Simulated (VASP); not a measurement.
# Si11WC12 (a cell with a defect) in VASP: further runs

The runs below take Si11WC12 (a cell with a defect) through single point, relaxation of the atoms, with PBEsol+U.

All numbers are computed with VASP 6.6.1; they aren't measurements. Logs are shortened: lines on timing, memory, paths and dates and some standing lists are left out, and cuts for length are marked.

## Step 1: The structure

The cell holds a defect, 24 atoms: a = 9.245 Å, b = 6.163 Å, c = 6.163 Å, α = 60.00°, β = 60.00°, γ = 60.00°.

## Step 2: Single point, PBEsol+U, collinear spin, ferromagnetic start

INCAR

```
PREC = Accurate ; ENCUT = 450
EDIFF = 1E-5 ; ISMEAR = 0
SIGMA = 0.03 ; LREAL = Auto
LASPH = T ; NELM = 120
ALGO = Normal ; ISIF = 2
LWAVE = F ; LCHARG = F
ISPIN = 2 ; MAGMOM = 1 0 0 0 0 0 0 0 0 0 0 0 0 0 0 0 0 0 0 0 0 0 0 0
LORBIT = 11 ; NUPDOWN = 1
LMAXMIX = 4 ; LDAU = T
LDAUTYPE = 2 ; LDAUL = 2 -1 -1
LDAUU = 2 0 0 ; LDAUJ = 0 0 0
LDAUPRINT = 1 ; GGA = PS
NBANDS = 75 ; NELECT = 105.0
KPAR = 4
```

KPOINTS

```
regular mesh
0
Gamma
  2 3 3
```

POSCAR

```
Si11WC12
1.0
    0.0000000000      6.5370000000      6.5370000000
    4.3580000000      0.0000000000      4.3580000000
    4.3580000000      4.3580000000      0.0000000000
W Si C
1 11 12
Direct
    0.0000000000      0.0000000000      0.0000000000
    0.0000000000      0.0000000000      0.5000000000
    0.0000000000      0.5000000000      0.0000000000
    0.0000000000      0.5000000000      0.5000000000
    0.3333330000      0.0000000000      0.0000000000
    0.3333330000      0.0000000000      0.5000000000
    0.3333330000      0.5000000000      0.0000000000
    0.3333330000      0.5000000000      0.5000000000
    0.6666670000      0.0000000000      0.0000000000
    0.6666670000      0.0000000000      0.5000000000
    0.6666670000      0.5000000000      0.0000000000
    0.6666670000      0.5000000000      0.5000000000
    0.0833333333      0.1250000000      0.1250000000
    0.0833333333      0.1250000000      0.6250000000
    0.0833333333      0.6250000000      0.1250000000
    0.0833333333      0.6250000000      0.6250000000
    0.4166663333      0.1250000000      0.1250000000
    0.4166663333      0.1250000000      0.6250000000
    0.4166663333      0.6250000000      0.1250000000
    0.4166663333      0.6250000000      0.6250000000
    0.7500003333      0.1250000000      0.1250000000
    0.7500003333      0.1250000000      0.6250000000
    0.7500003333      0.6250000000      0.1250000000
    0.7500003333      0.6250000000      0.6250000000
```

Potentials or basis: VASP PAW PBE potentials, release 64 (W_sv, Si, C).

Launch:

```
$ cat potpaw_PBE.64/W_sv/POTCAR potpaw_PBE.64/Si/POTCAR potpaw_PBE.64/C/POTCAR > POTCAR
$ mpirun -np 4 vasp_std > vasp.out
```

OUTCAR:

```text
PREC = Accurate
   ENCUT = 450
   EDIFF = 1E-5
   ISMEAR = 0
   LREAL = Auto
   LASPH = T
   NELM = 120
   ISIF = 2
   ISPIN = 2
   LORBIT = 11
   NUPDOWN = 1
   GGA = PS
   NELECT = 105.0

 ion  position               nearest neighbor table
   1  0.000  0.000  0.000-  21 1.89  13 1.89  15 1.89  14 1.89   5 3.08   9 3.08  10 3.08  11 3.08
                             6 3.08   7 3.08   2 3.08   4 3.08   2 3.08   3 3.08   4 3.08   3 3.08
   2  0.000  0.000  0.500-  22 1.89  14 1.89  16 1.89  13 1.89   6 3.08  10 3.08   9 3.08  12 3.08
                             5 3.08   8 3.08   1 3.08   3 3.08   1 3.08   3 3.08   4 3.08   4 3.08
   3  0.000  0.500  0.000-  23 1.89  15 1.89  16 1.89  13 1.89   7 3.08  11 3.08   9 3.08  12 3.08
                             8 3.08   5 3.08   2 3.08   4 3.08   1 3.08   1 3.08   2 3.08   4 3.08
   4  0.000  0.500  0.500-  24 1.89  16 1.89  14 1.89  15 1.89   8 3.08  12 3.08  11 3.08  10 3.08
                             7 3.08   6 3.08   1 3.08   3 3.08   2 3.08   1 3.08   2 3.08   3 3.08
   5  0.333  0.000  0.000-  13 1.89  17 1.89  18 1.89  19 1.89   1 3.08   2 3.08   3 3.08   6 3.08
                             7 3.08   6 3.08   8 3.08   7 3.08   8 3.08  10 3.08  11 3.08   9 3.08
   6  0.333  0.000  0.500-  14 1.89  18 1.89  17 1.89  20 1.89   2 3.08   1 3.08   4 3.08   5 3.08
                             8 3.08   5 3.08   7 3.08   7 3.08   8 3.08   9 3.08  12 3.08  10 3.08
   7  0.333  0.500  0.000-  15 1.89  19 1.89  17 1.89  20 1.89   3 3.08   1 3.08   4 3.08   5 3.08
                             8 3.08   6 3.08   8 3.08   5 3.08   6 3.08  12 3.08   9 3.08  11 3.08
   8  0.333  0.500  0.500-  16 1.89  20 1.89  19 1.89  18 1.89   4 3.08   3 3.08   2 3.08   6 3.08
                             7 3.08   5 3.08   7 3.08   5 3.08   6 3.08  11 3.08  10 3.08  12 3.08
   9  0.667  0.000  0.000-  21 1.89  22 1.89  23 1.89  17 1.89   1 3.08   2 3.08   3 3.08  10 3.08
[... 5 lines left out ...]
  12  0.667  0.500  0.500-  24 1.89  23 1.89  22 1.89  20 1.89   4 3.08   3 3.08   2 3.08  10 3.08
                             9 3.08  11 3.08  11 3.08   9 3.08  10 3.08   6 3.08   7 3.08   8 3.08
  13  0.083  0.125  0.125-   5 1.89   1 1.89   3 1.89   2 1.89
  14  0.083  0.125  0.625-   6 1.89   2 1.89   4 1.89   1 1.89
  15  0.083  0.625  0.125-   7 1.89   3 1.89   4 1.89   1 1.89
  16  0.083  0.625  0.625-   8 1.89   4 1.89   2 1.89   3 1.89
  17  0.417  0.125  0.125-   5 1.89   6 1.89   7 1.89   9 1.89
  18  0.417  0.125  0.625-   6 1.89   5 1.89   8 1.89  10 1.89
  19  0.417  0.625  0.125-   7 1.89   5 1.89   8 1.89  11 1.89
  20  0.417  0.625  0.625-   8 1.89   7 1.89   6 1.89  12 1.89
  21  0.750  0.125  0.125-   1 1.89   9 1.89  10 1.89  11 1.89
  22  0.750  0.125  0.625-   2 1.89  10 1.89   9 1.89  12 1.89
  23  0.750  0.625  0.125-   3 1.89  11 1.89   9 1.89  12 1.89
  24  0.750  0.625  0.625-   4 1.89  12 1.89  11 1.89  10 1.89

  LATTYP: Found a face centered orthorhombic cell.
 ALAT       =     6.1631427048
 B/A-ratio  =     1.7320508076
 C/A-ratio  =     2.4494897428

  Lattice vectors:

 A1 = (   0.0000000000,   6.5370000000,   6.5370000000)
 A2 = (  -4.3580000000,   2.1790000000,   6.5370000000)
 A3 = (   4.3580000000,   0.0000000000,   4.3580000000)

Analysis of symmetry for initial positions (statically):
=====================================================================
 Subroutine PRICEL returns:
 Original cell was already a primitive cell.

 Routine SETGRP: Setting up the symmetry group for a
 face centered orthorhombic supercell.

 Subroutine GETGRP returns: Found  2 space group operations
 (whereof  2 operations were pure point group operations)
 out of a pool of  8 trial point group operations.

The static configuration has the point symmetry C_1h.

Analysis of symmetry for dynamics (positions and initial velocities):
=====================================================================
 Subroutine PRICEL returns:
 Original cell was already a primitive cell.

 Routine SETGRP: Setting up the symmetry group for a
 face centered orthorhombic supercell.

 Subroutine GETGRP returns: Found  2 space group operations
 (whereof  2 operations were pure point group operations)
 out of a pool of  8 trial point group operations.

The dynamic configuration has the point symmetry C_1h.

Analysis of structural, dynamic, and magnetic symmetry:
[... 188 lines left out ...]
spin component  1

  0.4456 -0.0020  0.0025  0.0008  0.0001
 -0.0020  0.4457  0.0008 -0.0020 -0.0014
  0.0025  0.0008  0.4016 -0.0013 -0.0036
  0.0008 -0.0020 -0.0013  0.4456 -0.0021
  0.0001 -0.0014 -0.0036 -0.0021  0.4057

spin component  2

  0.4291 -0.0030 -0.0017  0.0022 -0.0001
 -0.0030  0.4300 -0.0011 -0.0030  0.0019
 -0.0017 -0.0011  0.1760  0.0010  0.0001
  0.0022 -0.0030  0.0010  0.4291  0.0014
 -0.0001  0.0019  0.0001  0.0014  0.1759

 occupancies and eigenvectors

  o =  0.1758  v =  0.0000  0.0000  0.0000  0.0000  0.0000 -0.0030 -0.0089 -0.5000 -0.0030  0.8660      0.0000  0.0000  0.0000  0.0000  0.0000  0.0000  0.0000  0.0000  0.0000  0.0000
  o =  0.1760  v =  0.0000  0.0000  0.0000  0.0000  0.0000 -0.0061 -0.0000 -0.8660  0.0061 -0.5000      0.0000  0.0000  0.0000  0.0000  0.0000  0.0000  0.0000  0.0000  0.0000  0.0000
  o =  0.3993  v = -0.0489  0.0000  0.8640  0.0489  0.4988  0.0000  0.0000  0.0000  0.0000  0.0000      0.0000  0.0000  0.0000  0.0000  0.0000  0.0000  0.0000  0.0000  0.0000  0.0000
  o =  0.4076  v =  0.0324  0.0469 -0.4989  0.0324  0.8642  0.0000  0.0000  0.0000  0.0000  0.0000      0.0000  0.0000  0.0000  0.0000  0.0000  0.0000  0.0000  0.0000  0.0000  0.0000
  o =  0.4263  v =  0.0000  0.0000  0.0000  0.0000  0.0000  0.4645  0.7539 -0.0048  0.4645  0.0082      0.0000  0.0000  0.0000  0.0000  0.0000  0.0000  0.0000  0.0000  0.0000  0.0000
  o =  0.4269  v =  0.0000  0.0000  0.0000  0.0000  0.0000  0.7071 -0.0000 -0.0075 -0.7071 -0.0043      0.0000  0.0000  0.0000  0.0000  0.0000  0.0000  0.0000  0.0000  0.0000  0.0000
  o =  0.4350  v =  0.0000  0.0000  0.0000  0.0000  0.0000 -0.5331  0.6569 -0.0013 -0.5331  0.0023      0.0000  0.0000  0.0000  0.0000  0.0000  0.0000  0.0000  0.0000  0.0000  0.0000
  o =  0.4433  v =  0.4682  0.7466  0.0328  0.4682 -0.0568  0.0000  0.0000  0.0000  0.0000  0.0000      0.0000  0.0000  0.0000  0.0000  0.0000  0.0000  0.0000  0.0000  0.0000  0.0000
  o =  0.4450  v =  0.7054 -0.0000  0.0599 -0.7054  0.0346  0.0000  0.0000  0.0000  0.0000  0.0000      0.0000  0.0000  0.0000  0.0000  0.0000  0.0000  0.0000  0.0000  0.0000  0.0000
  o =  0.4490  v =  0.5289 -0.6636  0.0016  0.5289 -0.0027  0.0000  0.0000  0.0000  0.0000  0.0000      0.0000  0.0000  0.0000  0.0000  0.0000  0.0000  0.0000  0.0000  0.0000  0.0000

 number of electron     105.0000004 magnetization       1.0000000

 Free energy of the ion-electron system (eV)
  ---------------------------------------------------
  ext. energy  EPLUGINS =         0.00000000
  ---------------------------------------------------
  free energy    TOTEN  =      -201.30698137 eV

  energy without entropy =     -201.30525063  energy(sigma->0) =     -201.30611600

 E-fermi :   8.3396     XC(G=0): -11.6475

 val. band max:        9.6203317615   @ k =   0.5000   0.3333   0.3333
 cond. band min:       9.5211388995   @ k =   0.5000   0.0000   0.0000
 fundamental gap:     -0.0991928620
 Fermi energy:         9.6384131357

 spin component 1

 k-point     1 :       0.0000    0.0000    0.0000
  band No.  band energies     occupation
      1     -65.3314      1.00000
      2     -29.8929      1.00000
      3     -29.8921      1.00000
      4     -29.8718      1.00000
      5      -7.0789      1.00000
      6      -5.1092      1.00000
[... 525 lines left out ...]
     63      13.4736      0.00000
     64      13.5065      0.00000
 Fermi energy:         8.3396055847

 spin component 2

 k-point     1 :       0.0000    0.0000    0.0000
  band No.  band energies     occupation
      1     -65.0906      1.00000
      2     -29.5776      1.00000
      3     -29.5731      1.00000
      4     -29.5472      1.00000
      5      -7.0448      1.00000
      6      -5.0732      1.00000
[... 525 lines left out ...]
     63      13.5561      0.00000
     64      13.5746      0.00000
 [bands above 64 left out]

------------------------ aborting loop because EDIFF is reached ----------------------------------------

  FORCE on cell =-STRESS in cart. coord.  units (eV):
  Direction    XX          YY          ZZ          XY          YZ          ZX
  --------------------------------------------------------------------------------------
  -------------------------------------------------------------------------------------
  Total        0.5632545      0.6879020      0.6879020      0.3222217     -0.2851239      0.3222220
  in kB        3.6343966      4.4386838      4.4386838      2.0791336     -1.8397603      2.0791356
  external PRESSURE =       4.1705881 kB  Pullay stress =       0.0000000 kB

 VOLUME and BASIS-vectors are now :
 -----------------------------------------------------------------------------
  energy-cutoff  :      450.00
  volume of cell :      248.30
      direct lattice vectors                 reciprocal lattice vectors
     0.000000000  6.537000000  6.537000000    -0.076487685  0.076487685  0.076487685
     4.358000000  0.000000000  4.358000000     0.114731528 -0.114731528  0.114731528
     4.358000000  4.358000000  0.000000000     0.114731528  0.114731528 -0.114731528

 POSITION                                       TOTAL-FORCE (eV/Angst)
 -----------------------------------------------------------------------------------
      0.00000      0.00000      0.00000         0.186806     -0.234839     -0.234839
      2.17900      2.17900      0.00000         0.088158     -0.023639     -1.039424
      2.17900      0.00000      2.17900         0.088158     -1.039424     -0.023639
      4.35800      2.17900      2.17900         1.027239     -0.064113     -0.064113
      0.00000      2.17900      2.17900        -0.689494      0.561769      0.561769
      2.17900      4.35800      2.17900        -0.540283      0.660433      0.443663
[... 16 lines left out ...]
      3.26850      5.44750      7.62650        -0.053095      0.192004      0.044330
      5.44750      7.62650      7.62650        -0.225625      0.083458      0.083458
 -----------------------------------------------------------------------------------
    total drift:                               -0.003782      0.000431      0.000431

  FREE ENERGIE OF THE ION-ELECTRON SYSTEM (eV)
  ---------------------------------------------------
  free  energy   TOTEN  =      -201.3069813732 eV

  energy  without entropy=     -201.3052506344  energy(sigma->0) =     -201.30611600

 total charge

# of ion       s       p       d       tot
------------------------------------------
    1        2.529   6.422   3.714  12.665
    2        0.709   0.949   0.000   1.659
    3        0.709   0.949   0.000   1.659
    4        0.709   0.951   0.000   1.660
    5        0.706   0.954   0.000   1.661
    6        0.706   0.956   0.000   1.662
[... 16 lines left out ...]
   23        0.833   1.687   0.000   2.520
   24        0.833   1.688   0.000   2.522
--------------------------------------------------
tot         20.430  37.294   3.714  61.438

 magnetization (x)

# of ion       s       p       d       tot
------------------------------------------
    1        0.008   0.012   0.500   0.519
    2        0.012   0.010   0.000   0.023
    3        0.012   0.010   0.000   0.023
    4        0.012   0.010   0.000   0.022
    5        0.006   0.006   0.000   0.012
    6        0.005   0.006   0.000   0.010
[... 16 lines left out ...]
   23        0.001  -0.000   0.000   0.000
   24        0.001   0.000   0.000   0.001
--------------------------------------------------
tot          0.083   0.053   0.500   0.636
```

Wall time 80 s (4 MPI ranks of Intel Xeon 6975P-C (Granite Rapids), shared host); peak memory 0.56 GiB.

Results:

```yaml
Free_energy: -201.3070 eV
Largest_force: 3.311 eV/Å
Net_moment: 1.00 μB per cell
Site_moments: W +0.52; Si +0.02, +0.01, +0.00; C -0.01, +0.00, +0.01, -0.00 μB
Valence_electrons_inside_the_program's_atomic_spheres: W 12.66; Si 1.66, 1.67; C 2.58, 2.59, 2.52
```

Forces in eV/Å, atoms in the order of the input:
```
W    0.187 -0.235 -0.235
Si   0.088 -0.024 -1.039
Si   0.088 -1.039 -0.024
Si   1.027 -0.064 -0.064
Si  -0.689  0.562  0.562
Si  -0.540  0.660  0.444
Si  -0.540  0.444  0.660
Si  -0.079  0.174  0.174
Si  -0.639 -0.462 -0.462
Si   0.591  0.517 -0.588
Si   0.591 -0.588  0.517
Si   0.082 -0.084 -0.084
C    1.794  1.967  1.967
C   -1.963 -1.795  1.943
C   -1.963  1.943 -1.795
C   -0.046  0.035  0.035
C    0.311 -0.140 -0.140
C    0.062 -0.209 -0.088
C    0.062 -0.088 -0.209
C    0.173 -0.153 -0.153
C    1.736 -1.740 -1.740
C   -0.053  0.044  0.192
C   -0.053  0.192  0.044
C   -0.226  0.083  0.083
```

Eigenvalues of the final occupation matrices:
```csv
site,spin,trace,eigenvalues
site 1 d,1,2.14,0.40 0.41 0.44 0.45 0.45
site 1 d,2,1.64,0.18 0.18 0.43 0.43 0.43
```

Caveat: the k mesh is coarse (spacing up to 0.42 Å⁻¹), so the values aren't converged; the cell is charged against a uniform background, so pressure and absolute levels hang on convention; the cutoff is under 1.25 times the usual one of these potentials, so pressure, stress and relaxed cells hold a basis-set (Pulay) error; the PAW data sets were made with another functional, which shifts forces and pressure a little; the total moment is fixed, so each spin has its own Fermi level; the U is typed as a test and isn't derived for this compound.

## Step 3: Relaxation of the atoms, PBEsol+U, collinear spin, ferromagnetic start

INCAR

```
PREC = Accurate ; ENCUT = 450
EDIFF = 1E-5 ; ISMEAR = 0
SIGMA = 0.03 ; LREAL = Auto
LASPH = T ; NELM = 120
ALGO = Normal ; ISIF = 2
LWAVE = F ; LCHARG = F
ISPIN = 2 ; MAGMOM = 1 0 0 0 0 0 0 0 0 0 0 0 0 0 0 0 0 0 0 0 0 0 0 0
LORBIT = 11 ; LMAXMIX = 4
LDAU = T ; LDAUTYPE = 2
LDAUL = 2 -1 -1 ; LDAUU = 2 0 0
LDAUJ = 0 0 0 ; LDAUPRINT = 1
GGA = PS ; IBRION = 2
NSW = 40 ; EDIFFG = -0.03
NELECT = 105.0 ; KPAR = 4
```

KPOINTS is that of step 2.

POSCAR is that of step 2.

Potentials or basis: VASP PAW PBE potentials, release 64 (W_sv, Si, C).

Launch:

```
$ cat potpaw_PBE.64/W_sv/POTCAR potpaw_PBE.64/Si/POTCAR potpaw_PBE.64/C/POTCAR > POTCAR
$ mpirun -np 4 vasp_std > vasp.out
```

It took 7.4 min on 4 MPI ranks of Intel Xeon 6975P-C (Granite Rapids), shared host; peak memory 0.61 GiB.

The run converged. Its results:

| Property | Result |
| --- | --- |
| Free energy | -202.0588 eV |
| Energy gained by relaxing | 31.0 meV/atom |
| Ionic steps | 12 |
| Largest force after relaxing | 0.019 eV/Å |
| Band gap on the k mesh | none (metal or under the smearing width) |
| Net moment | 0.87 μB per cell |
| Site moments | W +0.56; Si +0.02, +0.01, +0.00; C -0.01, -0.00, +0.00 μB |
| Valence electrons inside the program's atomic spheres | W 12.30; Si 1.67, 1.68; C 2.54, 2.53 |

Forces on the atoms (eV/Å):
```
W    0.014  0.000  0.000
Si  -0.007 -0.001  0.002
Si  -0.007  0.002 -0.001
Si  -0.003  0.002  0.002
Si   0.002 -0.005 -0.005
Si   0.002  0.007  0.001
Si   0.002  0.001  0.007
Si  -0.010  0.011  0.011
Si   0.017 -0.005 -0.005
Si   0.001 -0.007 -0.002
Si   0.001 -0.002 -0.007
Si   0.007 -0.001 -0.001
C   -0.010 -0.009 -0.009
C    0.003 -0.008  0.000
C    0.003  0.000 -0.008
C   -0.007  0.004  0.004
C    0.003 -0.005 -0.005
C   -0.003  0.004  0.003
C   -0.003  0.003  0.004
C    0.002  0.004  0.004
C   -0.002 -0.012 -0.012
C   -0.002  0.009  0.001
C   -0.002  0.001  0.009
C   -0.001  0.006  0.006
```

Step by step:
```csv
step,energy change (eV),largest force (eV/Å),pressure (GPa)
1,0.0000,3.2921,0.23
2,-0.4093,2.1899,-2.73
3,-0.6992,0.5206,-1.88
4,-0.7287,0.6450,-1.89
5,-0.7310,0.4651,-1.90
6,-0.7399,0.2251,-1.87
7,-0.7400,0.2008,-1.88
8,-0.7428,0.0786,-1.88
9,-0.7428,0.0818,-1.88
10,-0.7437,0.0343,-1.88
11,-0.7438,0.0327,-1.88
12,-0.7439,0.0186,-1.88
```

Final structure:
```xyz
24
Lattice="0.0000 6.5370 6.5370 4.3580 0.0000 4.3580 4.3580 4.3580 0.0000" Properties=species:S:1:pos:R:3 pbc="T T T"
W     0.0099    6.5203    6.5203
Si    6.5383    8.7154   10.8619
Si    6.5383   10.8619    8.7154
Si    4.3904    8.7150    8.7150
Si    8.7010    6.5578    6.5578
Si    6.5049    4.3848    6.5670
Si    6.5049    6.5670    4.3848
Si    4.3581    4.3620    4.3620
Si    8.6906    8.6992    8.6992
Si    6.5723    6.5460    8.6862
Si    6.5723    8.6862    6.5460
Si    4.3536    6.5368    6.5368
C     1.1260    1.1397    1.1397
C     3.2090    3.2355    1.1480
C     3.2090    1.1480    3.2355
C     5.4461    3.2703    3.2703
C     1.0754    3.2768    3.2768
C     3.2823    5.4428    3.2612
C     3.2823    3.2612    5.4428
C     5.4399    5.4503    5.4503
C     1.1601    5.3817    5.3817
C     3.2671    7.6247    5.4494
C     3.2671    5.4494    7.6247
C     5.4512    7.6233    7.6233
```

Levels at points of the mesh, in eV from the Fermi level:
Spin up:
```csv
k point,band 50,band 51,band 52,band 53,band 54,band 55,band 56,band 57
"(0.00, 0.00, 0.00)",-1.68,-1.53,-1.50,-0.24,-0.16,-0.02,0.97,1.00
"(0.50, 0.00, 0.00)",-2.00,-1.64,-1.64,-0.33,-0.18,-0.06,0.11,1.02
```
Spin down:
```csv
k point,band 48,band 49,band 50,band 51,band 52,band 53,band 54,band 55,band 56,band 57
"(0.00, 0.00, 0.00)",-2.13,-2.12,-1.67,-1.52,-1.50,0.02,0.34,0.42,1.08,1.13
"(0.50, 0.00, 0.00)",-2.51,-2.01,-2.00,-1.63,-1.62,-0.08,0.12,0.36,0.45,1.13
```

Eigenvalues of the final occupation matrices:
```csv
site,spin,trace,eigenvalues
site 1 d,1,2.04,0.38 0.41 0.41 0.42 0.42
site 1 d,2,1.50,0.15 0.15 0.40 0.40 0.40
```

Caveat: the k mesh is coarse (spacing up to 0.42 Å⁻¹), so the values aren't converged; the cell is charged against a uniform background, so pressure and absolute levels hang on convention; the cutoff is under 1.25 times the usual one of these potentials, so pressure, stress and relaxed cells hold a basis-set (Pulay) error; the PAW data sets were made with another functional, which shifts forces and pressure a little; the U is typed as a test and isn't derived for this compound. The run has no spin-orbit coupling, so splittings on W are missing.

(Continued in part 2 of 3.)
